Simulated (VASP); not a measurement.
The system is Si.

```
Si
1.0
     0.00000    2.71356    2.71356
     2.71356    0.00000    2.71356
     2.71356    2.71356    0.00000
Si
2
Direct
  0.75000 0.75000 0.75000
  0.50000 0.50000 0.50000
```

- Program: VASP 6.6.1
- Task: relaxation of cell and atoms
- Functional: PBE
- Potentials or basis: VASP PAW PBE potentials, release 64 (Si)
- Cutoff: 520 eV
- k mesh: 14 × 14 × 14
- Occupations: gaussian, width 0.02 eV
- Spin: no spin polarisation

At the start: pressure 2.1 GPa; volume 19.98 Å³/atom.

Problem. Where does the relaxation end?

Solution. Over 3 steps the energy falls by 3.0 meV/atom and the volume is 20.44 Å³/atom (+2.3 %); space group Fd-3m (No. 227, to 0.05 Å).

Step by step:
```
step  energy change (eV)  largest force (eV/Å)  pressure (GPa)  volume (Å³)
   1              0.0000                0.0000            2.13        39.96
   2             -0.0033                0.0000           -1.33        41.52
   3             -0.0060                0.0000            0.01        40.88
```

Final structure:
```cif
data_structure
_symmetry_space_group_name_H-M 'P 1'
_symmetry_Int_Tables_number 1
_cell_length_a 3.8668
_cell_length_b 3.8668
_cell_length_c 3.8668
_cell_angle_alpha 60.000
_cell_angle_beta 60.000
_cell_angle_gamma 60.000
_cell_volume 40.88
loop_
_atom_site_label
_atom_site_type_symbol
_atom_site_fract_x
_atom_site_fract_y
_atom_site_fract_z
_atom_site_occupancy
Si1 Si 0.75000 0.75000 0.75000 1
Si2 Si 0.50000 0.50000 0.50000 1
```
